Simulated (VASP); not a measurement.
```
CELL_PARAMETERS angstrom
      5.82639    -2.05465     0.00000
      5.82639     2.05465     0.00000
     -1.72323     0.00000     4.77135
ATOMIC_POSITIONS crystal
  In 0.11180 0.11180 0.95316
  In 0.88820 0.88820 0.04684
  Se 0.33907 0.33907 0.33104
  Se 0.66093 0.66093 0.66896
```

Computed with PBEsol GGA, VASP's PBE PAW potentials (set 64) (plane waves; VASP). Numerical set-up: 300 eV cut-off, 5×5×4 Γ-centred mesh, Gaussian smearing of 0.010 eV, potentials In_d Se.

At this cut-off the stress carries a Pulay error, which pulls relaxed volumes low. Energy and stress use the plane-wave basis of the starting cell.

Task: The ions, cell shape and volume are relaxed. Give the cell that the relaxation ends in.

Result: 
```
CELL_PARAMETERS angstrom
      5.88166    -2.05835     0.09984
      5.88166     2.05835     0.09984
     -1.66254     0.00000     4.17686
ATOMIC_POSITIONS crystal
  In 0.11454 0.11454 0.97467
  In 0.88546 0.88546 0.02533
  Se 0.34619 0.34619 0.36620
  Se 0.65381 0.65381 0.63380
```
Space group C2/m (12), at a tolerance of 0.03 Å.

Task: How do energy and volume change from the first to the last step?

Result: The energy (σ→0) changes by -19.0 meV/atom and the volume by -10.9 %, in 33 ionic steps.

The structure comes from a computed database's InSe entry; how it stands against other phases isn't given here. This run relaxes it. Symmetry was kept, so distortions that lower it aren't found. The run is one of a series of settings (EDIFFG = -0.01, IBRION = 2, ISIF = 3, NSW = 50 against the base run), some of them coarse on purpose.
